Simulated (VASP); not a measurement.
**Pt: energy against strain**

Pt (fcc, Fm-3m, 15.316 Å³/atom and stress up to 0.20 GPa in the relaxed cell, cube axes along x, y and z) under an equal strain ε along x and y, with z held. r2SCAN in VASP (plane waves, PAW), 480 eV, 20×20×20 Γ-centred mesh, Methfessel-Paxton smearing 0.10 eV.

Here s stands for strain and y for E less E0.

| strain (%) | E less E0 (meV/atom) |
|---|---|
| -3.00 | ? |
| -1.50 | 13.99 |
| -1.00 | 6.26 |
| -0.50 | 1.66 |
| 0.00 | 0.00 |
| 0.50 | 1.14 |
| 1.00 | 4.92 |
| 1.50 | 11.15 |

The 7 complete rows are fitted with a parabola, y against s. Least squares gives y = 0.003 - 0.8371·s + 5.5857·s². Residuals (row less fit): 0.164, -0.166, -0.158, -0.003, 0.159, 0.168, -0.165; standard error 0.200 (degrees of freedom: 4). Twice the quadratic coefficient over the volume, 2 × 5.5857 meV × 10⁴ × 0.1602 / 15.316 Å³, is the elastic constants 2(C11 + C12) = about 1200 GPa.

What does the fit predict for y at s = -3.00, and how far is the calculated value from it?

y = 0.003 - 0.8371 × (-3.0) + 5.5857 × (-3.0)² = 52.786 meV/atom. The calculation gives 57.67 meV/atom, 4.884 meV/atom above the prediction (8.5 % of the range of y in the table). The row lies outside the fitted rows, so this is an extrapolation. From the scatter of the fitted rows alone, a prediction at this place has a standard error of 0.765 meV/atom, so the miss is 6.4 times that.

A polynomial of degree 3 through the 12 other runs of the series gives 57.57 there, so most of the miss is curvature that the fit leaves out. In a metal these values are sensitive to mesh and smearing; energies are taken to zero smearing, stresses follow the free energy. The runs aren't spin-polarised. Spin-orbit coupling is left out, which can shift these values for the heavy elements here. Rows are the converged runs of the series near zero and its far end, less any whose ions stayed unrelaxed beside relaxed ones; series whose fitted rows scatter by over a few per cent of the range, as at a crossing or softening among them, aren't shown in this form. Most that stay on the fit to the last digits aren't either.
